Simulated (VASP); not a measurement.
Given:

```
CdCu2GeSe4
1.0
   -2.87410     2.87410     5.52665
    2.87410    -2.87410     5.52665
    2.87410     2.87410    -5.52665
Ge Cu Se Cd
1 2 4 1
Cartesian
  0.00000   0.00000   5.52665
  2.87410   0.00000   2.76333
  0.00000   2.87410   2.76333
  1.55489   1.55489   1.47783
 -1.31921   1.31921   4.04882
  1.31921   1.31921   7.00448
  1.31921  -1.31921   4.04882
  0.00000   0.00000   0.00000
```

Computed with LDA (Ceperley-Alder, Perdew-Zunger), VASP's LDA PAW potentials (set 64) (plane waves; VASP). Run with 300 eV cut-off, 3×3×3 Γ-centred mesh, Gaussian smearing of 0.20 eV, potentials Ge_d Cu Se Cd.

At this cut-off the stress carries a Pulay error, which pulls relaxed volumes low. Energy and stress use the plane-wave basis of the starting cell.

Question: The ions, cell shape and volume are relaxed. Which structure does the run end with?

Answer: 
```
CdCu2GeSe4
1.0
   -2.83941     2.83941     5.44462
    2.83941    -2.83941     5.44462
    2.83941     2.83941    -5.44462
Ge Cu Se Cd
1 2 4 1
Direct
  0.50000   0.50000   0.00000
  0.25000   0.75000   0.50000
  0.75000   0.25000   0.50000
  0.40423   0.40423   0.53353
  0.59577   0.12930   0.00000
  0.87070   0.87070   0.46647
  0.12930   0.59577   0.00000
  0.00000   0.00000   0.00000
```
Space group I-42m (121), at a tolerance of 0.03 Å.

Question: How do energy and volume change from the first to the last step?

Answer: The energy (σ→0) changes by -14.1 meV/atom and the volume by -3.8 %, in 12 ionic steps.

| step | E(σ→0) (eV) | max force (eV/Å) | pressure (GPa) | volume (Å³) |
|---|---|---|---|---|
| 1 | -35.1175 | 0.496 | -2.59 | 182.61 |
| 2 | -35.2024 | 0.328 | 1.27 | 173.03 |
| 3 | -35.2060 | 0.361 | 0.61 | 174.53 |
| 4 | -35.2271 | 0.112 | 0.26 | 175.07 |
| 5 | -35.2297 | 0.003 | 0.09 | 175.33 |
| 6 | -35.2300 | 0.005 | -0.07 | 175.65 |
| 7 | -35.2300 | 0.005 | -0.06 | 175.65 |
| 8 | -35.2301 | 0.008 | -0.05 | 175.56 |
| 9 | -35.2302 | 0.013 | 0.06 | 175.42 |
| 10 | -35.2302 | 0.012 | -0.02 | 175.46 |
| 11 | -35.2302 | 0.013 | 0.05 | 175.45 |
| 12 | -35.2302 | 0.006 | -0.04 | 175.58 |

The structure comes from a measured CdCu2GeSe4 entry of the Crystallography Open Database, whose conditions weren't checked. This run relaxes it. Symmetry was kept, so distortions that lower it aren't found. The k-mesh is coarse (spacing up to 0.52 per Å, 2π included), so the numbers may not be converged in it. The run is one of a series of settings (EDIFFG = -0.01, IBRION = 2, ISIF = 3, NSW = 50 against the base run), some of them coarse on purpose.
